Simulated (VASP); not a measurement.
Data:

```
BaTe
1.0
    4.92803     0.00000     0.00000
    0.00000     6.96928     0.00000
    0.00000     0.00000    24.79022
Ba Te
4 4
Cartesian
  0.00000   0.00000   8.69909
  2.46401   3.48464  11.16311
  0.00000   0.00000  13.62711
  2.46401   3.48464  16.09114
  2.46401   0.00000  11.16311
  0.00000   3.48464   8.69909
  2.46401   0.00000  16.09114
  0.00000   3.48464  13.62711
```

Computed with PBEsol GGA, VASP's PBE PAW potentials (set 64) (plane waves; VASP 6.6.1). Run with PREC = Normal, EDIFF = 1E-5, 400 eV cut-off, 4×3×1 Γ-centred mesh, Gaussian smearing of 0.050 eV, potentials Ba_sv Te.

The ions are relaxed. What does this cell relax into?

```
BaTe
1.0
    4.92803     0.00000     0.00000
    0.00000     6.96928     0.00000
    0.00000     0.00000    24.79022
Ba Te
4 4
Direct
  0.00000   0.00000   0.35879
  0.50000   0.50000   0.44546
  0.00000   0.00000   0.55454
  0.50000   0.50000   0.64121
  0.50000   0.00000   0.44969
  0.00000   0.50000   0.35188
  0.50000   0.00000   0.64812
  0.00000   0.50000   0.55031
```

How much energy does the relaxation gain?

The energy (σ→0) changes by -22.9 meV/atom, in 8 ionic steps.

| step | E(σ→0) (eV) | max force (eV/Å) | pressure (GPa) | volume (Å³) |
|---|---|---|---|---|
| 1 | -34.2486 | 0.576 | -0.54 | 851.42 |
| 2 | -34.3165 | 0.465 | -0.49 | 851.42 |
| 3 | -34.4140 | 0.101 | -0.27 | 851.42 |
| 4 | -34.4145 | 0.132 | -0.25 | 851.42 |
| 5 | -34.4184 | 0.108 | -0.24 | 851.42 |
| 6 | -34.4233 | 0.086 | -0.20 | 851.42 |
| 7 | -34.4272 | 0.062 | -0.19 | 851.42 |
| 8 | -34.4318 | 0.020 | -0.15 | 851.42 |

The cell is a thin slab with vacuum, built from BaTe (rock salt): (110) face.
